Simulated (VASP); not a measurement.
Input for VASP

POSCAR:
```
MgTe
1
    0.0000000000     2.7265199565     2.7265199565
    2.7265199565     0.0000000000     2.7265199565
    2.7265199565     2.7265199565     0.0000000000
Mg Te
1 1
Direct
  0.0000000000   0.0000000000   0.0000000000
  0.5000000000   0.5000000000   0.5000000000
```

### KPOINTS
```
Automatic
0
Gamma
 8 8 8
0 0 0
```

**INCAR**
```
SYSTEM = MgTe
PREC = Accurate
ENCUT = 500
EDIFF = 1E-6
NELM = 100
ALGO = Normal
LREAL = .FALSE.
LASPH = .TRUE.
ISMEAR = 0
SIGMA = 0.05
GGA = PS
LMAXMIX = 4
LWAVE = .FALSE.
LCHARG = .FALSE.
IBRION = 2
ISIF = 3
NSW = 40
EDIFFG = -0.02
PSTRESS = 300
```

POTCAR, in this order: Mg Te (PBE.64 set). Program: vasp_std.

Q: Translate this PBEsol calculation to Quantum ESPRESSO's pw.x.

A: One equivalent input (not run):
```
&CONTROL
  calculation = 'vc-relax'
  pseudo_dir = './pseudo'
  outdir = './out'
  tprnfor = .true.
  tstress = .true.
  nstep = 40
  forc_conv_thr = 0.00078
/
&SYSTEM
  ibrav = 0
  nat = 2
  ntyp = 2
  ecutwfc = 84
  occupations = 'smearing'
  smearing = 'gaussian'
  degauss = 0.003675
  input_dft = 'pbesol'
/
&ELECTRONS
  conv_thr = 7.3e-08
  electron_maxstep = 100
/
&IONS
/
&CELL
  press = 300
/
ATOMIC_SPECIES
  Mg 24.305 Mg.upf
  Te 127.600 Te.upf
CELL_PARAMETERS angstrom
     0.0000000    2.7265200    2.7265200
     2.7265200    0.0000000    2.7265200
     2.7265200    2.7265200    0.0000000
ATOMIC_POSITIONS crystal
  Mg   0.0000000  0.0000000  0.0000000
  Te   0.5000000  0.5000000  0.5000000
K_POINTS automatic
  8 8 8 0 0 0
```
What does not carry over: the potentials are each code's own (VASP's PAW set, PseudoDojo norm-conserving files in pw.x), so ENCUT and ecutwfc are chosen apart and not converted; conv_thr bounds pw.x's estimated SCF error, while EDIFF bounds the energy change between steps; forc_conv_thr acts on force components and is met together with etot_conv_thr.

The structure was generated: MgTe was put into the rock salt type (Fm-3m), which need not be its known phase. This run relaxes it under an external pressure of 30 GPa. Symmetry was kept, so distortions that lower it aren't found.
